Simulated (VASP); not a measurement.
Runs of VASP 6.6.1 on Na2ZrS2. It takes space group I4/mmm (No. 139, tetragonal). The conventional cell has a = 4.952 Å, b = 4.952 Å, c = 8.081 Å, α = 90.00°, β = 90.00°, γ = 90.00°. Na (site symmetry 4mm) is surrounded by 1 Na at 2.31 Å and 4 S at 2.62 Å. Zr (site symmetry 4/mmm) is surrounded by 2 Na at 2.88 Å and 8 S at 3.20 Å. S (site symmetry -4m2) has 4 Na at 2.62 Å as nearest neighbours. The cell was built by a generator and needn't be a form met in nature.

```tsv
level	U	gap on the mesh (eV)	pressure (GPa)	relaxed volume (Å³/atom)
PBE+U	Zr d U = 4 eV	none	0.0	19.89
PBE	-	none	0.0	19.40
PBE+U	Zr d U = 5 eV	none	0.0	19.99
PBE+U	Zr d U = 8 eV	none	0.0	(a)
PBE+U	Zr d U = 6 eV	none	0.0	(b)
```

Alike in all rows: task relaxation of cell and atoms; potentials or basis VASP PAW PBE potentials, release 64 (Na_pv, Zr_sv, S); no spin polarisation; cell relaxed; k mesh 6 × 6 × 6; cutoff (eV) 600; smearing fermi-dirac 0.05 eV.

Q: Fill in the values left out.

A: (a) 20.22; (b) 20.06.

Caveats: U without spin polarisation on a metal has little footing (some runs).

A k mesh can miss the band edges, and the runs leave out spin-orbit coupling on Zr.

A gap of «none» marks a metal or a gap under the smearing width.
